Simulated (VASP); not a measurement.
# LiSi16 (a cell with a defect) in VASP: notebook

Runs on LiSi16 (a cell with a defect). Level: PBE. Tasks: single point.

All numbers are computed with VASP 6.6.1; they aren't measurements. Logs are shortened: lines on timing, memory, paths and dates and some standing lists are left out, and cuts for length are marked.

### Step 1. The structure

The cell holds a defect, 17 atoms: a = 7.679 Å, b = 7.679 Å, c = 7.679 Å, α = 60.00°, β = 60.00°, γ = 60.00°.

The cell was built by a generator and needn't be a form met in nature.

### Step 2. Single point, PBE

Contents of INCAR:

```
PREC = Accurate ; ENCUT = 520
EDIFF = 1E-6 ; ISMEAR = 0
SIGMA = 0.02 ; LREAL = Auto
LASPH = T ; NELM = 100
ALGO = Fast ; ISIF = 2
LWAVE = F ; LCHARG = F
GGA = PE ; NBANDS = 48
NELECT = 66.0
```

Contents of KPOINTS:

```
regular mesh
0
Gamma
  2 2 2
```

Contents of POSCAR:

```
LiSi16
1.0
    0.0000000000      5.4300000000      5.4300000000
    5.4300000000      0.0000000000      5.4300000000
    5.4300000000      5.4300000000      0.0000000000
Si Li
16 1
Direct
   -0.0005490792     -0.0002352670     -0.0001914365
    0.1222066298      0.1224721915      0.1225093923
   -0.0024354512     -0.0021879374      0.5017814917
    0.1222518416      0.1225205341      0.6316608656
   -0.0024344383      0.5017436464     -0.0021524862
    0.1222535912      0.6316176796      0.1225598527
   -0.0024062615      0.5017767956      0.5018162063
    0.1270476059      0.6239720994      0.6240076427
    0.5014724678     -0.0021798343     -0.0021452118
    0.6313081031      0.1225357274      0.1225732965
    0.5015028545     -0.0021490792      0.5018251381
    0.6237244936      0.1272813996      0.6240141805
    0.5015039595      0.5017870166     -0.0021131676
    0.6237253223      0.6239794659      0.1273142726
    0.4995872007      0.4998212707      0.4998540516
    0.6237512891      0.6240080110      0.6240439227
    0.2494234807      0.2497518416      1.2497976980
```

Potentials or basis: VASP PAW PBE potentials, release 64 (Si, Li_sv).

Started as:

```bash
$ cat potpaw_PBE.64/Si/POTCAR potpaw_PBE.64/Li_sv/POTCAR > POTCAR
$ mpirun -np 1 vasp_std > vasp.out
```

OUTCAR:

```text
PREC = Accurate
   ENCUT = 520
   EDIFF = 1E-6
   ISMEAR = 0
   LREAL = Auto
   LASPH = T
   NELM = 100
   ISIF = 2
   GGA = PE
   NELECT = 66.0

 ion  position               nearest neighbor table
   1  0.999  1.000  1.000-  10 2.31   6 2.31   4 2.31   2 2.31
   2  0.122  0.122  0.123-   1 2.31   9 2.38   5 2.38   3 2.38  17 2.39
   3  0.998  0.998  0.502-  12 2.34   8 2.34   2 2.38   4 2.38  17 2.74
   4  0.122  0.123  0.632-   1 2.31  11 2.38   7 2.38   3 2.38  17 2.39
   5  0.998  0.502  0.998-   8 2.34  14 2.34   2 2.38   6 2.38  17 2.74
   6  0.122  0.632  0.123-   1 2.31  13 2.38   7 2.38   5 2.38  17 2.39
   7  0.998  0.502  0.502-   8 2.34  16 2.34   4 2.38   6 2.38  17 2.74
   8  0.127  0.624  0.624-  15 2.34   5 2.34   3 2.34   7 2.34
   9  0.501  0.998  0.998-  12 2.34  14 2.34   2 2.38  10 2.38  17 2.74
  10  0.631  0.123  0.123-   1 2.31  13 2.38  11 2.38   9 2.38  17 2.39
  11  0.502  0.998  0.502-  12 2.34  16 2.34   4 2.38  10 2.38  17 2.74
  12  0.624  0.127  0.624-  15 2.34   3 2.34   9 2.34  11 2.34
  13  0.502  0.502  0.998-  14 2.34  16 2.34   6 2.38  10 2.38  17 2.74
  14  0.624  0.624  0.127-  15 2.34   5 2.34   9 2.34  13 2.34
  15  0.500  0.500  0.500-   8 2.34  14 2.34  12 2.34  16 2.34
  16  0.624  0.624  0.624-  15 2.34   7 2.34  13 2.34  11 2.34
  17  0.249  0.250  0.250-   2 2.39   4 2.39   6 2.39  10 2.39   3 2.74   5 2.74   9 2.74   7 2.74
                            11 2.74  13 2.74

  LATTYP: Found a face centered cubic cell.
 ALAT       =    10.8600000000

  Lattice vectors:

 A1 = (   0.0000000000,   5.4300000000,   5.4300000000)
 A2 = (   5.4300000000,   0.0000000000,   5.4300000000)
 A3 = (   5.4300000000,   5.4300000000,   0.0000000000)

Analysis of symmetry for initial positions (statically):
=====================================================================
 Subroutine PRICEL returns:
 Original cell was already a primitive cell.

 Routine SETGRP: Setting up the symmetry group for a
 face centered cubic supercell.

 Subroutine GETGRP returns: Found  1 space group operations
 (whereof  1 operations were pure point group operations)
 out of a pool of 48 trial point group operations.

The static configuration has the point symmetry C_1 .

Analysis of symmetry for dynamics (positions and initial velocities):
=====================================================================
 Subroutine PRICEL returns:
 Original cell was already a primitive cell.

 Routine SETGRP: Setting up the symmetry group for a
 face centered cubic supercell.

 Subroutine GETGRP returns: Found  1 space group operations
 (whereof  1 operations were pure point group operations)
 out of a pool of 48 trial point group operations.

The dynamic configuration has the point symmetry C_1 .

 Subroutine INISYM returns: Found  1 space group operations
 (whereof  1 operations are pure point group operations),
 and found     1 'primitive' translations

----------------------------------------------------------------------------------------

                                     Primitive cell

  volume of cell :     320.2060

  direct lattice vectors                    reciprocal lattice vectors
     0.000000000  5.430000000  5.430000000    -0.092081031  0.092081031  0.092081031
     5.430000000  0.000000000  5.430000000     0.092081031 -0.092081031  0.092081031
     5.430000000  5.430000000  0.000000000     0.092081031  0.092081031 -0.092081031

  length of vectors
     7.679179644  7.679179644  7.679179644     0.159489025  0.159489025  0.159489025

  position of ions in fractional coordinates (direct lattice)
     0.999450921  0.999764733  0.999808563
     0.122206630  0.122472192  0.122509392
     0.997564549  0.997812063  0.501781492
     0.122251842  0.122520534  0.631660866
     0.997565562  0.501743646  0.997847514
     0.122253591  0.631617680  0.122559853
[... 9 lines left out ...]
     0.623751289  0.624008011  0.624043923
     0.249423481  0.249751842  0.249797698

  ion indices of the primitive-cell ions
   primitive index   ion index
                 1           1
                 2           2
                 3           3
                 4           4
                 5           5
                 6           6
[... 9 lines left out ...]
                16          16
                17          17

----------------------------------------------------------------------------------------

 KPOINTS: regular mesh

Automatic generation of k-mesh.
 Grid dimensions read from file:
 generate k-points for:    2    2    2

 Generating k-lattice:

  Cartesian coordinates                     Fractional coordinates (reciprocal lattice)
    -0.046040516  0.046040516  0.046040516     0.500000000  0.000000000  0.000000000
     0.046040516 -0.046040516  0.046040516     0.000000000  0.500000000  0.000000000
     0.046040516  0.046040516 -0.046040516     0.000000000  0.000000000  0.500000000

  Length of vectors
     0.079744512  0.079744512  0.079744512

  Shift w.r.t. Gamma in fractional coordinates (k-lattice)
     0.000000000  0.000000000  0.000000000

 Subroutine IBZKPT returns following result:
 ===========================================

 Found      8 irreducible k-points:

 Following reciprocal coordinates:
            Coordinates               Weight
  0.000000  0.000000  0.000000      1.000000
  0.500000  0.000000  0.000000      1.000000
  0.000000  0.500000  0.000000      1.000000
  0.000000  0.000000  0.500000      1.000000
  0.500000  0.500000  0.500000      1.000000
  0.500000  0.500000  0.000000      1.000000
  0.000000  0.500000  0.500000      1.000000
  0.500000  0.000000  0.500000      1.000000
   k-points           NKPTS =      8   k-points in BZ     NKDIM =      8   number of bands    NBANDS=     48
   number of dos      NEDOS =    301   number of ions     NIONS =     17
   total plane-waves  NPLWV = 216000
   dimension x,y,z NGX =    60 NGY =   60 NGZ =   60
   dimension x,y,z NGXF=   120 NGYF=  120 NGZF=  120
   ions per type =              16   1
   NGX,Y,Z   is equivalent  to a cutoff of  12.99, 12.99, 12.99 a.u.
   NGXF,Y,Z  is equivalent  to a cutoff of  25.98, 25.98, 25.98 a.u.
 SYSTEM =  unknown system
   PREC   = accura    normal or accurate (medium, high low for compatibility)
   ISTART =      0    job   : 0-new  1-cont  2-samecut
   ICHARG =      2    charge: 1-file 2-atom 10-const
   ISPIN  =      1    spin polarized calculation?
   LNONCOLLINEAR =      F non collinear calculations
   LSORBIT =      F    spin-orbit coupling
   LASPH  =      T    aspherical Exc in radial PAW
   ENCUT  =  520.0 eV  38.22 Ry    6.18 a.u.  14.28 14.28 14.28*2*pi/ulx,y,z
   NELM   =    100;   NELMIN=  2; NELMDL= -5     # of ELM steps
   EDIFF  = 0.1E-05   stopping-criterion for ELM
   LREAL  =      T    real-space projection
   EDIFFG = 0.1E-04   stopping-criterion for IOM
   NSW    =      0    number of steps for IOM
   IBRION =     -1    ionic relax: 0-MD 1-quasi-New 2-CG
   NFREE  =      0    steps in history (QN), initial steepest desc. (CG)
   ISIF   =      2    stress and relaxation
   ISYM   =      2    0-nonsym 1-usesym 2-fastsym
   POTIM  = 0.5000    time-step for ionic-motion
   TEBEG  =    0.0;   TEEND  =   0.0 temperature during run
   PSTRESS=    0.0 pullay stress
   NELECT =      66.0000    total number of electrons
   NUPDOWN=      -1.0000    fix difference up-down
   EMIN   =  10.00;   EMAX   =-10.00  energy-range for DOS
   EFERMI =   0.00;   METHOD = LEGACY
   ISMEAR =     0;   SIGMA  =   0.02  broadening in eV -4-tet -1-fermi 0-gaus
   EFERMI_NEDOS =   21; number of points for ismear=-14 and -15
   IALGO  =     68    algorithm
   IMIX   =      4    mixing-type and parameters
     AMIX     =   0.40;   BMIX     =  1.00
     AMIX_MAG =   1.60;   BMIX_MAG =  1.00
  volume/ion in A,a.u.               =      18.84       127.11
  Fermi-wavevector in a.u.,A,eV,Ry     =   0.967044  1.827449 12.723821  0.935174
  Thomas-Fermi vector in A             =   2.096897
   LORBIT       =      0    0 simple, 1 ext, 2 COOP (PROOUT), +10 PAW based schemes
   GGA     = PE    functional components
   LHFCALC =     F    Hartree Fock is set to
   AEXX    =    0.0000 exact exchange contribution
   IVDW    =     0    specifies the selected vdW correction
   LEPSILON=     F    determine dielectric tensor
   LRPA    =     F    only Hartree local field effects (RPA)
 non-spin polarized calculation
 RMM-DIIS sequential band-by-band and
 Gauss-broadening in eV      SIGMA  =   0.02
  energy-cutoff  :      520.00
  volume of cell :      320.21
 maximum number of plane-waves:      8646
 NGX is ok and might be reduce to    60
   NGX = 29   NGY = 29   NGZ = 29

 number of electron      65.9999998 magnetization

 Free energy of the ion-electron system (eV)
  ---------------------------------------------------
  ext. energy  EPLUGINS =         0.00000000
  ---------------------------------------------------
  free energy    TOTEN  =       -93.51407430 eV

  energy without entropy =      -93.51407430  energy(sigma->0) =      -93.51407430

 E-fermi :   6.2196     XC(G=0):  -9.4409

 val. band max:        6.0413647302   @ k =   0.0000   0.0000   0.0000
 cond. band min:       6.6840286184   @ k =   0.0000   0.0000   0.0000
 fundamental gap:      0.6426638882
 Fermi energy:         6.2195688170

 k-point     1 :       0.0000    0.0000    0.0000
  band No.  band energies     occupation
      1     -40.3867      2.00000
      2      -5.9234      2.00000
      3      -3.6721      2.00000
      4      -3.6115      2.00000
      5      -3.6115      2.00000
      6      -3.6115      2.00000
[... 37 lines left out ...]
     44       8.3494      0.00000
     45       8.3500      0.00000

 k-point     2 :       0.5000    0.0000    0.0000
  band No.  band energies     occupation
      1     -40.3868      2.00000
      2      -5.1965      2.00000
      3      -5.0687      2.00000
      4      -3.3545      2.00000
      5      -3.3126      2.00000
      6      -3.3124      2.00000
[... 37 lines left out ...]
     44       9.6210      0.00000
     45       9.6213      0.00000

 k-point     3 :       0.0000    0.5000    0.0000
  band No.  band energies     occupation
      1     -40.3868      2.00000
      2      -5.1965      2.00000
      3      -5.0687      2.00000
      4      -3.3545      2.00000
      5      -3.3126      2.00000
      6      -3.3124      2.00000
[... 37 lines left out ...]
     44       9.6210      0.00000
     45       9.6211      0.00000

 k-point     4 :       0.0000    0.0000    0.5000
  band No.  band energies     occupation
      1     -40.3868      2.00000
      2      -5.1965      2.00000
      3      -5.0687      2.00000
      4      -3.3545      2.00000
      5      -3.3126      2.00000
      6      -3.3124      2.00000
[... 37 lines left out ...]
     44       9.6209      0.00000
     45       9.6211      0.00000

 k-point     5 :       0.5000    0.5000    0.5000
  band No.  band energies     occupation
      1     -40.3868      2.00000
      2      -5.1966      2.00000
      3      -5.0687      2.00000
      4      -3.3545      2.00000
      5      -3.3125      2.00000
      6      -3.3124      2.00000
[... 37 lines left out ...]
     44       9.6210      0.00000
     45       9.6212      0.00000

 k-point     6 :       0.5000    0.5000    0.0000
  band No.  band energies     occupation
      1     -40.3867      2.00000
      2      -4.9063      2.00000
      3      -4.8158      2.00000
      4      -3.9266      2.00000
      5      -3.8954      2.00000
      6      -3.8954      2.00000
[... 37 lines left out ...]
     44      10.3375      0.00000
     45      10.4139      0.00000

 k-point     7 :       0.0000    0.5000    0.5000
  band No.  band energies     occupation
      1     -40.3867      2.00000
      2      -4.9063      2.00000
      3      -4.8158      2.00000
      4      -3.9266      2.00000
      5      -3.8954      2.00000
      6      -3.8954      2.00000
[... 37 lines left out ...]
     44      10.3384      0.00000
     45      10.4107      0.00000

 k-point     8 :       0.5000    0.0000    0.5000
  band No.  band energies     occupation
      1     -40.3867      2.00000
      2      -4.9063      2.00000
      3      -4.8158      2.00000
      4      -3.9266      2.00000
      5      -3.8954      2.00000
      6      -3.8954      2.00000
[... 37 lines left out ...]
     44      10.3398      0.00000
     45      10.4064      0.00000
 [bands above 45 left out]

------------------------ aborting loop because EDIFF is reached ----------------------------------------

  FORCE on cell =-STRESS in cart. coord.  units (eV):
  Direction    XX          YY          ZZ          XY          YZ          ZX
  --------------------------------------------------------------------------------------
  -------------------------------------------------------------------------------------
  Total       -1.1468326     -1.1481366     -1.1481172     -0.0001310      0.0008397     -0.0002080
  in kB       -5.7382720     -5.7447968     -5.7446995     -0.0006554      0.0042014     -0.0010410
  external PRESSURE =      -5.7425894 kB  Pullay stress =       0.0000000 kB

 VOLUME and BASIS-vectors are now :
 -----------------------------------------------------------------------------
  energy-cutoff  :      520.00
  volume of cell :      320.21
      direct lattice vectors                 reciprocal lattice vectors
     0.000000000  5.430000000  5.430000000    -0.092081031  0.092081031  0.092081031
     5.430000000  0.000000000  5.430000000     0.092081031 -0.092081031  0.092081031
     5.430000000  5.430000000  0.000000000     0.092081031  0.092081031 -0.092081031

 POSITION                                       TOTAL-FORCE (eV/Angst)
 -----------------------------------------------------------------------------------
     10.85768     10.85598     10.85574         0.000931      0.002072      0.001976
      1.33025      1.32881      1.32861        -0.004172     -0.003558     -0.003422
      8.14279      8.14145     10.83489        -0.000079     -0.000778     -0.000432
      4.09521      4.09375      1.32911         0.003606      0.003320     -0.002738
      8.14278     10.83509      8.14125        -0.000048     -0.000513     -0.000554
      4.09518      1.32934      4.09352         0.003605     -0.002908      0.003534
[... 9 lines left out ...]
      6.77692      6.77553      6.77533        -0.000131     -0.000713     -0.001029
      2.71255      2.71077      2.71052         0.000125      0.001946      0.001850
 -----------------------------------------------------------------------------------
    total drift:                               -0.000809      0.002684      0.002470

  FREE ENERGIE OF THE ION-ELECTRON SYSTEM (eV)
  ---------------------------------------------------
  free  energy   TOTEN  =       -93.5140742975 eV

  energy  without entropy=      -93.5140742975  energy(sigma->0) =      -93.51407430
```

It took 6.3 min on 1 thread of Intel Xeon Platinum 8259CL at 2.50GHz (Skylake/Cascade Lake), shared host; peak memory 0.48 GiB.

What came out:

```
Free energy            : -93.5141 eV
Largest force          : 0.006 eV/Å
Band gap on the k mesh : 0.64 eV, direct
```

Forces in eV/Å, atoms in the order of the input:
```
Si   0.001  0.002  0.002
Si  -0.004 -0.004 -0.003
Si   0.000 -0.001  0.000
Si   0.004  0.003 -0.003
Si   0.000 -0.001 -0.001
Si   0.004 -0.003  0.004
Si  -0.001  0.000  0.000
Si   0.002 -0.002 -0.002
Si   0.000  0.000 -0.001
Si  -0.003  0.003  0.004
Si   0.000 -0.002  0.000
Si  -0.002  0.001 -0.001
Si   0.000  0.000 -0.002
Si  -0.002 -0.001  0.001
Si   0.001  0.001  0.002
Si   0.000 -0.001 -0.001
Li   0.000  0.002  0.002
```

Levels at points of the mesh, in eV from the valence-band top:
```tsv
k point	band 31	band 32	band 33	band 34	band 35	band 36
(0.00, 0.00, 0.00)	0.00	0.00	0.00	0.64	0.64	0.64
(0.50, 0.00, 0.00)	-0.82	-0.73	-0.73	1.20	1.40	1.40
(0.00, 0.50, 0.00)	-0.82	-0.73	-0.73	1.20	1.40	1.40
(0.00, 0.00, 0.50)	-0.82	-0.73	-0.73	1.20	1.40	1.40
(0.50, 0.50, 0.50)	-0.82	-0.73	-0.73	1.20	1.40	1.40
(0.50, 0.50, 0.00)	-1.36	-1.31	-1.27	1.07	1.13	2.19
(0.00, 0.50, 0.50)	-1.36	-1.31	-1.27	1.07	1.13	2.19
(0.50, 0.00, 0.50)	-1.36	-1.31	-1.27	1.07	1.13	2.19
```

Caveat: the k mesh is coarse (spacing up to 0.50 Å⁻¹), so the values aren't converged; the cell carries a net charge on a neutralising background, which shifts energy and pressure; the cell is charged against a uniform background, so pressure and absolute levels hang on convention; the cutoff is under 1.25 times the usual one of these potentials, so pressure, stress and relaxed cells hold a basis-set (Pulay) error. As with any semilocal functional, this PBE gap is likely too small.

[end of part 1 of 2]
